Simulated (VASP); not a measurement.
A convergence study with VASP on AgI (space group no. 186 when undisturbed): a few settings are varied, all else stays as given below, so the limit is that of these other settings. One atom is moved off its site, so that forces are finite.

```xyz
4
Lattice="2.2881 -3.9631 0.0000 2.2881 3.9631 0.0000 0.0000 0.0000 7.4875" Properties=species:S:1:pos:R:3 pbc="T T T"
Ag     2.2881    -1.3210     3.7937
Ag     2.2881     1.3210     0.0000
I      2.2881    -1.3210     6.5515
I      2.2881     1.3210     2.8078
```

All values below come from PBE GGA, VASP's PBE PAW potentials (set 64) (plane waves; VASP). The last row used: 300 eV cut-off, 6×6×4 Γ-centred mesh, Fermi-Dirac smearing of 0.020 eV, potentials Ag I.

```csv
setting,E (eV/atom),pressure (GPa),irreducible k-points
SIGMA = 1.0,-2.1429,4.03,24
SIGMA = 0.5,-2.3529,2.26,24
SIGMA = 0.2,-2.3814,2.07,24
SIGMA = 0.1,-2.3817,2.06,24
SIGMA = 0.02,-2.3817,2.06,24
```

VASP warned of too few bands at SIGMA = 1.0.

Left out are rungs that failed or repeat a setting and relaxations that didn't move; long series are thinned to 24 rows.

The structure is a typed AgI crystal (space group no. 186). The cell was not relaxed at this level, it is distorted from the ideal structure. VASP warned that the highest band is occupied, so more bands are needed.
